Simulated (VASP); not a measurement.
Output of a VASP run:

**OUTCAR**
```
 ion  position               nearest neighbor table
   1  0.333  0.667  0.250-   2 3.48   2 3.48   2 3.48   2 3.48   2 3.48   2 3.48
   2  0.667  0.333  0.750-   1 3.48   1 3.48   1 3.48   1 3.48   1 3.48   1 3.48
  LATTYP: Found a hexagonal cell.
 ALAT       =     3.6184607513
 C/A-ratio  =     1.5390743835
 Subroutine PRICEL returns:
 Original cell was already a primitive cell.
 Subroutine GETGRP returns: Found 24 space group operations
The static configuration has the point symmetry D_3d.
 The point group associated with its full space group is D_6h.
The dynamic configuration has the point symmetry D_3d.
 Subroutine INISYM returns: Found 24 space group operations
 Subroutine IBZKPT returns following result:
 Found    105 irreducible k-points:

 Following reciprocal coordinates:
            Coordinates               Weight
  0.000000  0.000000  0.000000      1.000000
  0.076923  0.000000  0.000000      6.000000
  0.153846  0.000000  0.000000      6.000000
  0.230769  0.000000  0.000000      6.000000
  0.307692  0.000000  0.000000      6.000000
  0.384615  0.000000  0.000000      6.000000
  0.461538  0.000000  0.000000      6.000000
  0.076923  0.076923  0.000000      6.000000
  0.153846  0.076923  0.000000     12.000000
  0.230769  0.076923  0.000000     12.000000
  0.307692  0.076923  0.000000     12.000000
  0.384615  0.076923  0.000000     12.000000
  0.461538  0.076923  0.000000      6.000000
  0.153846  0.153846  0.000000      6.000000
  0.230769  0.153846  0.000000     12.000000
  0.307692  0.153846  0.000000     12.000000
  0.384615  0.153846  0.000000     12.000000
  0.230769  0.230769  0.000000      6.000000
  0.307692  0.230769  0.000000     12.000000
  0.384615  0.230769  0.000000      6.000000
  0.307692  0.307692  0.000000      6.000000
  0.000000  0.000000  0.125000      2.000000
  0.076923  0.000000  0.125000     12.000000
  0.153846  0.000000  0.125000     12.000000
  0.230769  0.000000  0.125000     12.000000
  0.307692  0.000000  0.125000     12.000000
  0.384615  0.000000  0.125000     12.000000
  0.461538  0.000000  0.125000     12.000000
  0.076923  0.076923  0.125000     12.000000
  0.153846  0.076923  0.125000     24.000000
  0.230769  0.076923  0.125000     24.000000
  0.307692  0.076923  0.125000     24.000000
  0.384615  0.076923  0.125000     24.000000
  0.461538  0.076923  0.125000     12.000000
  0.153846  0.153846  0.125000     12.000000
  0.230769  0.153846  0.125000     24.000000
  0.307692  0.153846  0.125000     24.000000
  0.384615  0.153846  0.125000     24.000000
  0.230769  0.230769  0.125000     12.000000
  0.307692  0.230769  0.125000     24.000000
   k-points           NKPTS =    105   k-points in BZ     NKDIM =    105   number of bands    NBANDS=     15
   number of dos      NEDOS =    601   number of ions     NIONS =      2
   total plane-waves  NPLWV =  32928
   dimension x,y,z NGX =    28 NGY =   28 NGZ =   42
   dimension x,y,z NGXF=    56 NGYF=   56 NGZF=   84
   ions per type =               2
   PREC   = accura    normal or accurate (medium, high low for compatibility)
   ISTART =      0    job   : 0-new  1-cont  2-samecut
   ICHARG =      2    charge: 1-file 2-atom 10-const
   ISPIN  =      1    spin polarized calculation?
   LNONCOLLINEAR =      F non collinear calculations
   LSORBIT =      F    spin-orbit coupling
   INIWAV =      1    electr: 0-lowe 1-rand  2-diag
   ENCUT  =  520.0 eV  38.22 Ry    6.18 a.u.   6.73  6.73 10.35*2*pi/ulx,y,z
   NELM   =    100;   NELMIN=  2; NELMDL= -5     # of ELM steps
   EDIFF  = 0.1E-06   stopping-criterion for ELM
   LREAL  =      F    real-space projection
   NLSPLINE    = F    spline interpolate recip. space projectors
   LMAXMIX     =    4 max onsite mixed and CHGCAR
   VOSKOWN=      0    Vosko Wilk Nusair interpolation
   EDIFFG = 0.1E-05   stopping-criterion for IOM
   NSW    =      0    number of steps for IOM
...
```

File OSZICAR:
```
       N       E                     dE             d eps       ncg     rms          rms(c)
DAV:   1     0.926618320711E+02    0.92662E+02   -0.11743E+04  3150   0.140E+03
DAV:   2    -0.104399809165E+01   -0.93706E+02   -0.92857E+02  3969   0.290E+02
DAV:   3    -0.834655915353E+01   -0.73026E+01   -0.72308E+01  5972   0.482E+01
DAV:   4    -0.849961224143E+01   -0.15305E+00   -0.15293E+00  3437   0.787E+00
DAV:   5    -0.850430923394E+01   -0.46970E-02   -0.46957E-02  4683   0.101E+00    0.340E+01
DAV:   6    -0.820438322435E+01    0.29993E+00   -0.40581E-01  3150   0.464E+00    0.210E+01
DAV:   7    -0.816099876992E+01    0.43384E-01   -0.77057E-01  3813   0.595E+00    0.185E+00
DAV:   8    -0.815178684201E+01    0.92119E-02   -0.16444E-01  3808   0.264E+00    0.126E+00
DAV:   9    -0.815077184312E+01    0.10150E-02   -0.35697E-03  4552   0.432E-01    0.330E-01
DAV:  10    -0.815085770159E+01   -0.85858E-04   -0.17831E-03  3344   0.438E-01    0.355E-01
DAV:  11    -0.815078683690E+01    0.70865E-04   -0.14218E-04  3594   0.118E-01    0.519E-02
DAV:  12    -0.815078449095E+01    0.23459E-05   -0.21543E-05  3727   0.466E-02    0.123E-02
DAV:  13    -0.815078500635E+01   -0.51540E-06   -0.25909E-06  3558   0.165E-02    0.747E-04
DAV:  14    -0.815078509708E+01   -0.90728E-07   -0.99530E-08  2891   0.217E-03
   1 F= -.81507851E+01 E0= -.81507851E+01  d E =0.000000E+00
```

### OUTCAR
```
------------------------ aborting loop because EDIFF is reached ----------------------------------------
  FORCE on cell =-STRESS in cart. coord.  units (eV):
  Direction    XX          YY          ZZ          XY          YZ          ZX
  --------------------------------------------------------------------------------------
  Total        0.0053407      0.0053407      0.1596020     -0.0000000      0.0000000     -0.0000000
  in kB        0.1355031      0.1355031      4.0493660     -0.0000000      0.0000000     -0.0000000
  external PRESSURE =       1.4401241 kB  Pullay stress =       0.0000000 kB
  volume of cell :       63.15
      direct lattice vectors                 reciprocal lattice vectors
     1.809230259 -3.133679000  0.000000000     0.276360622 -0.159556866  0.000000000
     1.809230259  3.133679000  0.000000000     0.276360622  0.159556866  0.000000000
     0.000000000  0.000000000  5.569080250     0.000000000  0.000000000  0.179562864
 POSITION                                       TOTAL-FORCE (eV/Angst)
 -----------------------------------------------------------------------------------
      1.80923      1.04456      1.39227        -0.000000     -0.000000      0.000000
      1.80923     -1.04456      4.17681         0.000000      0.000000      0.000000
 -----------------------------------------------------------------------------------
    total drift:                                0.000000      0.000513     -0.000010
  FREE ENERGIE OF THE ION-ELECTRON SYSTEM (eV)
  ---------------------------------------------------
  free  energy   TOTEN  =        -8.1507850971 eV

  energy  without entropy=       -8.1507850971  energy(sigma->0) =       -8.15078510

 total charge

# of ion       s       p       d       f       tot
--------------------------------------------------
    1        2.286   6.232   0.960   0.007   9.486
    2        2.286   6.232   0.960   0.007   9.486
--------------------------------------------------
tot          4.573  12.463   1.920   0.015  18.971
```
(Selected blocks of OUTCAR.)

POSCAR:
```
Y
1
    1.8092302592    -3.1336790004     0.0000000000
    1.8092302592     3.1336790004    -0.0000000000
    0.0000000000     0.0000000000     5.5690802500
Y
2
Direct
  0.3333330000   0.6666670000   0.2500000000
  0.6666670000   0.3333330000   0.7500000000
```

Task: Write an INCAR and KPOINTS that could have produced this output.

Result: One answer among several that fit: the input of the run itself, optB86b-vdW, plane waves, VASP's PBE PAW potentials (set 64).

**INCAR**
```
# general
SYSTEM   = Y
PREC     = Accurate
ENCUT    = 520
LREAL    = .FALSE.
LASPH    = .TRUE.

# electronic loop
EDIFF    = 1E-7
NELM     = 100
ALGO     = Normal
LMAXMIX  = 4

# smearing
ISMEAR   = -5

# functional
GGA      = MK
LUSE_VDW = .TRUE.
AGGAC    = 0.0
PARAM1   = 0.1234
PARAM2   = 1.0

# ions
ISIF     = 2

# output
LWAVE    = .FALSE.
LCHARG   = .TRUE.
LORBIT   = 11
NEDOS    = 601
```

### KPOINTS
```
Automatic mesh
0
Gamma
13 13 8
0 0 0
```

POTCAR, in this order: Y_sv (PBE.64 set). Program: vasp_std.

For a metal the tetrahedron method with Blöchl corrections gives inexact stress and forces.

The compound is Y in the hcp structure. It was relaxed first.
